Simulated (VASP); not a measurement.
Given:

```
CELL_PARAMETERS angstrom
      5.44225     0.00000     0.00000
     -2.72112     4.71313     0.00000
      0.00000     0.00000     6.75690
ATOMIC_POSITIONS crystal
  Gd 0.33333 0.66667 0.75000
  Gd 0.66667 0.33333 0.25000
  Gd 0.00000 0.00000 0.00000
  Gd 0.00000 0.00000 0.50000
  In 0.66667 0.33333 0.75000
  In 0.33333 0.66667 0.25000
```

Computed with PBEsol GGA, VASP's PBE PAW potentials (set 64) (plane waves; VASP). Settings: 300 eV cut-off, 4×4×3 Γ-centred mesh, Fermi-Dirac smearing of 0.10 eV, potentials Gd In_d.

At this cut-off the stress carries a Pulay error, which pulls relaxed volumes low. The run has a spin-polarised start.

Question: Give the stress tensor in GPa (positive for a compressed cell).

Answer: 
```
-2.51   0.00   0.00
 0.00  -2.51   0.00
 0.00   0.00  -1.95
```
The pressure is its mean diagonal, -2.32 GPa.

The structure comes from a computed database's Gd2In entry (P6_3/mmc); how it stands against other phases isn't given here. The cell was not relaxed at this level. The k-mesh is coarse (spacing up to 0.33 per Å, 2π included), so the numbers may not be converged in it.
